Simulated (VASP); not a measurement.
These are r2SCAN meta-GGA, VASP's PBE PAW potentials (set 64) (plane waves; VASP) values and carry that method's errors.

A VASP calculation is set up with these files.

### INCAR
```
# general
SYSTEM =PbF2
PREC   =Accurate
ENCUT  =520
LREAL  =.FALSE.
LASPH  =.TRUE.
NBANDS =54

# electronic loop
EDIFF  =1E-7
NELM   =100
ALGO   =Normal
LMAXMIX=4
LMIXTAU=.TRUE.

# smearing
ISMEAR =0
SIGMA  =0.01

# functional
METAGGA=R2SCAN

# output
LWAVE  =.FALSE.
LCHARG =.FALSE.
NEDOS  =1001

# other
LOPTICS=.TRUE.
LPEAD  =.TRUE.
CSHIFT =0.1
```

**POSCAR**
```
PbF2
4.1848590
  0.0000000000   0.7071067534   0.7071067534
  0.7071067534   0.0000000000   0.7071067534
  0.7071067534   0.7071067534   0.0000000000
Pb F
1 2
Cart
  0.0000000000   0.0000000000   0.0000000000
  0.3535533767   0.3535533767   0.3535533767
  1.0606601301   1.0606601301   1.0606601301
```

KPOINTS:
```
K-points
0
Gamma
  8 8 8
0 0 0
```

POTCAR, in this order: Pb_d F (PBE.64 set). Program: vasp_std.

The resulting files:

OUTCAR:
```
 ion  position               nearest neighbor table
   1  0.000  0.000  0.000-   3 2.56   3 2.56   3 2.56   2 2.56   3 2.56   2 2.56   2 2.56   2 2.56
  LATTYP: Found a face centered cubic cell.
 ALAT       =     5.9182841218
 Subroutine PRICEL returns:
 Original cell was already a primitive cell.
 Subroutine GETGRP returns: Found 48 space group operations
The static configuration has the point symmetry O_h .
The dynamic configuration has the point symmetry O_h .
 Subroutine INISYM returns: Found 48 space group operations
 Subroutine IBZKPT returns following result:
 Found     29 irreducible k-points:

 Following reciprocal coordinates:
            Coordinates               Weight
  0.000000  0.000000  0.000000      1.000000
  0.125000  0.000000  0.000000      8.000000
  0.250000  0.000000  0.000000      8.000000
  0.375000  0.000000  0.000000      8.000000
  0.500000  0.000000  0.000000      4.000000
  0.125000  0.125000  0.000000      6.000000
  0.250000  0.125000  0.000000     24.000000
  0.375000  0.125000  0.000000     24.000000
  0.500000  0.125000  0.000000     24.000000
 -0.375000  0.125000  0.000000     24.000000
 -0.250000  0.125000  0.000000     24.000000
 -0.125000  0.125000  0.000000     12.000000
  0.250000  0.250000  0.000000      6.000000
  0.375000  0.250000  0.000000     24.000000
  0.500000  0.250000  0.000000     24.000000
 -0.375000  0.250000  0.000000     24.000000
 -0.250000  0.250000  0.000000     12.000000
  0.375000  0.375000  0.000000      6.000000
  0.500000  0.375000  0.000000     24.000000
 -0.375000  0.375000  0.000000     12.000000
  0.500000  0.500000  0.000000      3.000000
  0.375000  0.250000  0.125000     24.000000
  0.500000  0.250000  0.125000     48.000000
 -0.375000  0.250000  0.125000     24.000000
  0.500000  0.375000  0.125000     24.000000
 -0.375000  0.375000  0.125000     48.000000
 -0.250000  0.375000  0.125000     24.000000
 -0.375000  0.500000  0.125000     12.000000
 -0.250000  0.500000  0.250000      6.000000
 Subroutine IBZKPT_HF returns following result:
   k-points           NKPTS =     29   k-points in BZ     NKDIM =     29   number of bands    NBANDS=     54
   number of dos      NEDOS =   1001   number of ions     NIONS =      3
   total plane-waves  NPLWV =  32768
   dimension x,y,z NGX =    32 NGY =   32 NGZ =   32
   dimension x,y,z NGXF=    64 NGYF=   64 NGZF=   64
   ions per type =               1   2
   PREC   = accura    normal or accurate (medium, high low for compatibility)
   ISTART =      0    job   : 0-new  1-cont  2-samecut
   ICHARG =      2    charge: 1-file 2-atom 10-const
   ISPIN  =      1    spin polarized calculation?
   LNONCOLLINEAR =      F non collinear calculations
   LSORBIT =      F    spin-orbit coupling
   INIWAV =      1    electr: 0-lowe 1-rand  2-diag
   ENCUT  =  520.0 eV  38.22 Ry    6.18 a.u.   7.78  7.78  7.78*2*pi/ulx,y,z
   NELM   =    100;   NELMIN=  2; NELMDL= -5     # of ELM steps
   EDIFF  = 0.1E-06   stopping-criterion for ELM
   LREAL  =      F    real-space projection
   NLSPLINE    = F    spline interpolate recip. space projectors
   LMAXMIX     =    4 max onsite mixed and CHGCAR
   VOSKOWN=      0    Vosko Wilk Nusair interpolation
   EDIFFG = 0.1E-05   stopping-criterion for IOM
   NSW    =      0    number of steps for IOM
   NBLOCK =      1;   KBLOCK =      1    inner block; outer block
   IBRION =     -1    ionic relax: 0-MD 1-quasi-New 2-CG
   NFREE  =      0    steps in history (QN), initial steepest desc. (CG)
   ISIF   =      2    stress and relaxation
   ISYM   =      2    0-nonsym 1-usesym 2-fastsym
   TEIN   =    0.0    initial temperature
   TEBEG  =    0.0;   TEEND  =   0.0 temperature during run
   SMASS  =  -3.00    Nose mass-parameter (am)
...
```

**OSZICAR**
```
       N       E                     dE             d eps       ncg     rms          rms(c)
DAV:   1     0.232636885126E+03    0.23264E+03   -0.11116E+04  3510   0.601E+02
DAV:   2    -0.460394622444E+02   -0.27868E+03   -0.24414E+03  3316   0.222E+02
DAV:   3    -0.792545421660E+02   -0.33215E+02   -0.32503E+02  3662   0.666E+01
DAV:   4    -0.801774986472E+02   -0.92296E+00   -0.92188E+00  3712   0.108E+01
DAV:   5    -0.801898329264E+02   -0.12334E-01   -0.12332E-01  3932   0.135E+00    0.697E+00
DAV:   6    -0.710853589959E+02    0.91045E+01   -0.24368E+00  4144   0.127E+01    0.222E+00
DAV:   7    -0.698943530706E+02    0.11910E+01   -0.87452E-01  3494   0.478E+00    0.160E+00
DAV:   8    -0.723442508463E+02   -0.24499E+01   -0.45395E-01  3306   0.323E+00    0.874E-01
DAV:   9    -0.694602838165E+02    0.28840E+01   -0.38263E-01  3324   0.285E+00    0.110E+00
DAV:  10    -0.701563765269E+02   -0.69609E+00   -0.19817E-01  3294   0.201E+00    0.167E-01
DAV:  11    -0.701465420645E+02    0.98345E-02   -0.14573E-02  3652   0.551E-01    0.321E-01
DAV:  12    -0.701304576348E+02    0.16084E-01   -0.23042E-03  3364   0.255E-01    0.384E-01
DAV:  13    -0.701593330166E+02   -0.28875E-01   -0.13417E-02  3264   0.563E-01    0.180E-01
DAV:  14    -0.701587171756E+02    0.61584E-03   -0.71564E-04  3520   0.117E-01    0.129E-01
DAV:  15    -0.701611279538E+02   -0.24108E-02   -0.74559E-04  3210   0.130E-01    0.106E-01
DAV:  16    -0.701615889113E+02   -0.46096E-03   -0.43938E-04  3528   0.940E-02    0.155E-02
DAV:  17    -0.701616568377E+02   -0.67926E-04   -0.67440E-05  3566   0.381E-02    0.104E-02
DAV:  18    -0.701616548593E+02    0.19784E-05   -0.75533E-06  3606   0.162E-02    0.369E-03
DAV:  19    -0.701616643319E+02   -0.94726E-05   -0.70153E-06  3426   0.125E-02    0.225E-03
DAV:  20    -0.701616669724E+02   -0.26405E-05   -0.98556E-07  3474   0.532E-03    0.154E-03
DAV:  21    -0.701616671235E+02   -0.15116E-06   -0.30782E-07  3906   0.208E-03    0.289E-03
DAV:  22    -0.701616672179E+02   -0.94396E-07   -0.12883E-07  3392   0.159E-03
   1 F= -.70161667E+02 E0= -.70161667E+02  d E =-.581059E-55
 imaginary and real dielectric function
```

File OUTCAR:
```
------------------------ aborting loop because EDIFF is reached ----------------------------------------
  FORCE on cell =-STRESS in cart. coord.  units (eV):
  Direction    XX          YY          ZZ          XY          YZ          ZX
  --------------------------------------------------------------------------------------
  Total        0.0125958      0.0125958      0.0125958      0.0000000      0.0000000      0.0000000
  in kB        0.3894122      0.3894122      0.3894122      0.0000000      0.0000000      0.0000000
  external PRESSURE =       0.3894122 kB  Pullay stress =       0.0000000 kB
  volume of cell :       51.82
      direct lattice vectors                 reciprocal lattice vectors
     0.000000000  2.959142061  2.959142061    -0.168967893  0.168967893  0.168967893
     2.959142061  0.000000000  2.959142061     0.168967893 -0.168967893  0.168967893
     2.959142061  2.959142061  0.000000000     0.168967893  0.168967893 -0.168967893
 POSITION                                       TOTAL-FORCE (eV/Angst)
 -----------------------------------------------------------------------------------
      0.00000      0.00000      0.00000        -0.000000      0.000000     -0.000000
      1.47957      1.47957      1.47957         0.000000     -0.000000     -0.000000
      4.43871      4.43871      4.43871        -0.000000      0.000000      0.000000
 -----------------------------------------------------------------------------------
    total drift:                                0.000000     -0.000000      0.000000
  FREE ENERGIE OF THE ION-ELECTRON SYSTEM (eV)
  ---------------------------------------------------
  free  energy   TOTEN  =       -70.1616672179 eV

  energy  without entropy=      -70.1616672179  energy(sigma->0) =      -70.16166722

 plasma frequency squared (from intraband transitions) (eV^2)
  --------------------------------------------------------------------------------------
       0.000       0.000       0.000
       0.000       0.000       0.000
       0.000       0.000       0.000

 plasma frequency squared (from interband transitions, int dw w eps(2)(w)) (eV^2)
  --------------------------------------------------------------------------------------
     544.127       0.000       0.000      -0.000      -0.000       0.000
       0.000       0.000     544.127       0.000       0.000      -0.000
      -0.000      -0.000       0.000       0.000     544.127       0.000
```
(Selected blocks of OUTCAR.)

### OUTCAR
```
 val. band max:        1.5676352278   @ k =  -0.2500   0.5000   0.2500

 cond. band min:       6.4982417102   @ k =   0.5000   0.5000   0.0000


 Fermi energy:         1.6760607701

 k-point     1 :       0.0000    0.0000    0.0000
  band No.  band energies     occupation
      1     -20.8584      2.00000
      2     -20.2609      2.00000
      3     -13.3052      2.00000
      4     -13.3052      2.00000
      5     -13.3052      2.00000
      6     -13.2533      2.00000
      7     -13.2533      2.00000
      8      -2.9748      2.00000
      9      -1.1127      2.00000
     10      -1.1127      2.00000
     11      -1.1127      2.00000
     12      -0.6032      2.00000
     13      -0.6031      2.00000
     14      -0.6031      2.00000
     15       8.8722      0.00000
     16       8.8722      0.00000
     17       8.8722      0.00000
     18      12.2626      0.00000
     19      17.4934      0.00000
     20      17.4934      0.00000
     21      19.8486      0.00000
     22      19.8486      0.00000
     23      19.8486      0.00000
     24      20.1117      0.00000
     25      20.1117      0.00000
     26      20.1117      0.00000
     27      26.8993      0.00000
     28      27.0729      0.00000
     29      28.8595      0.00000
     30      28.8595      0.00000
     31      28.8595      0.00000
     32      33.2223      0.00000
     33      33.2223      0.00000
     34      33.2223      0.00000
     35      33.7337      0.00000
     36      33.7337      0.00000
     37      35.5181      0.00000
     38      35.5181      0.00000
     39      35.5181      0.00000
     40      42.5869      0.00000
     41      42.5869      0.00000
     42      43.1447      0.00000
     43      43.5478      0.00000
     44      43.5478      0.00000
     45      43.5478      0.00000
     46      44.3281      0.00000
     47      44.3281      0.00000
     48      44.3281      0.00000
     49      45.1136      0.00000
     50      45.1137      0.00000
     51      45.1137      0.00000
...
```

Unless said otherwise, spin-orbit coupling is left out, though it shifts the bands of the heavy elements here.

The compound is PbF2 in the fluorite structure, the β form. It was relaxed first.
